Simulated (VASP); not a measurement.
Data:

```
Re
1.0
    1.37782    -2.38646     0.00000
    1.37782     2.38646     0.00000
    0.00000     0.00000     4.45834
Re
2
Direct
  0.33333   0.66667   0.25000
  0.66667   0.33333   0.75000
```

Level of theory: PBE GGA with D4 dispersion, VASP's PBE PAW potentials (set 64) (plane waves; VASP). Settings: 520 eV cut-off, 17×17×9 Γ-centred mesh, tetrahedra with Blöchl corrections, potentials Re.

Unless said otherwise, spin-orbit coupling is left out, though it shifts the bands of the heavy elements here.

Task: Tabulate the total density of states (states/eV per cell) against energy (eV; zero at the valence-band maximum or, without a gap, the Fermi level).

Result: 
```
E (eV) | DOS (states/eV)
    -9.96 |  0.00
    -9.63 |  0.05
    -9.30 | # 0.08
    -8.97 | # 0.11
    -8.54 | # 0.14
    -8.21 | ## 0.17
    -7.88 | ## 0.21
    -7.55 | ## 0.25
    -7.22 | ### 0.28
    -6.89 | #### 0.39
    -6.46 | ############## 1.43
    -6.13 | ############## 1.44
    -5.80 | ################# 1.72
    -5.47 | ################## 1.88
    -5.14 | ####################### 2.40
    -4.82 | ################# 1.75
    -4.49 | ############ 1.19
    -4.05 | #################### 2.03
    -3.72 | ################## 1.91
    -3.40 | ###################### 2.32
    -3.07 | ###################### 2.25
    -2.74 | ######## 0.82
    -2.41 | ################ 1.66
    -1.97 | ######################### 2.62
    -1.65 | ####################### 2.37
    -1.32 | ########################## 2.68
    -0.99 | ######################### 2.55
    -0.66 | ############################## 3.10
    -0.33 | ##################### 2.16
    -0.01 | ############ 1.28
     0.43 | ############# 1.36
     0.76 | ############# 1.35
     1.09 | ########### 1.16
     1.42 | ########### 1.16
     1.74 | ########### 1.10
     2.07 | ############# 1.34
     2.51 | ############ 1.23
     2.84 | ################## 1.83
     3.17 | ################## 1.85
     3.49 | ######################### 2.57
```
Within 2 eV below the Fermi level the largest weight inside VASP's projection spheres is Re d.

The compound is Re in the hcp structure. It was relaxed first.
